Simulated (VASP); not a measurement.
Given:

```xyz
2
Lattice="1.8150 -3.1437 0.0000 1.8150 3.1437 0.0000 0.0000 0.0000 5.7800" Properties=species:S:1:pos:R:3 pbc="T T T"
Gd     1.8150     1.0479     1.4450
Gd     1.8150    -1.0479     4.3350
```

Method: PBE GGA with D3 dispersion (Becke-Johnson damping), VASP's PBE PAW potentials (set 64) (plane waves; VASP). Run with 520 eV cut-off, 10×10×6 Γ-centred mesh, first-order Methfessel-Paxton smearing of 0.10 eV, potentials Gd_3.

The 4f electrons are frozen in the core of the lanthanide potential, so 4f levels, which can set the real gap, and their magnetism are missing. Energy and stress use the plane-wave basis of the starting cell.

Problem. The ions, cell shape and volume are relaxed. Which structure does the run end with?

Solution. 
```xyz
2
Lattice="1.7874 -3.0958 0.0000 1.7874 3.0958 0.0000 0.0000 0.0000 5.6243" Properties=species:S:1:pos:R:3 pbc="T T T"
Gd     1.7874     1.0319     1.4061
Gd     1.7874    -1.0319     4.2182
```
Space group P6_3/mmc (194), at a tolerance of 0.03 Å.

Problem. How do energy and volume change from the first to the last step?

Solution. The energy (σ→0) changes by -14.5 meV/atom and the volume by -5.6 %, in 6 ionic steps.

The compound is Gd in the hcp structure. This run relaxes it. Symmetry was kept, so distortions that lower it aren't found.
